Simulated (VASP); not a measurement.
```xyz
2
Lattice="1.8250 -3.1610 0.0000 1.8250 3.1610 0.0000 0.0000 0.0000 5.7300" Properties=species:S:1:pos:R:3 pbc="T T T"
Y      1.8250     1.0537     1.4325
Y      1.8250    -1.0537     4.2975
```

The numbers are results of revPBE GGA, VASP's PBE PAW potentials (set 64) (plane waves; VASP), not measurements. Settings: 520 eV cut-off, 10×10×6 Γ-centred mesh, first-order Methfessel-Paxton smearing of 0.10 eV, potentials Y_sv.

Q: The ions, cell shape and volume are relaxed. Predict the relaxed structure.

A: 
```xyz
2
Lattice="1.8440 -3.1939 0.0000 1.8440 3.1939 0.0000 0.0000 0.0000 5.7013" Properties=species:S:1:pos:R:3 pbc="T T T"
Y      1.8440     1.0646     1.4253
Y      1.8440    -1.0646     4.2760
```
Space group P6_3/mmc (194), at a tolerance of 0.03 Å.

Q: How do energy and volume change from the first to the last step?

A: The energy (σ→0) changes by -2.2 meV/atom and the volume by +1.6 %, in 5 ionic steps.

```
step  E(σ→0) (eV)  max force (eV/Å)  pressure (GPa)  volume (Å³)
----  -----------  ----------------  --------------  -----------
1        -12.3422             0.000            0.67        66.11
2        -12.3462             0.000           -0.16        67.44
3        -12.3462             0.000           -0.12        67.37
4        -12.3466             0.000           -0.03        67.21
5        -12.3466             0.000            0.01        67.16
```

The compound is Y in the hcp structure. This run relaxes it. Symmetry was kept, so distortions that lower it aren't found.
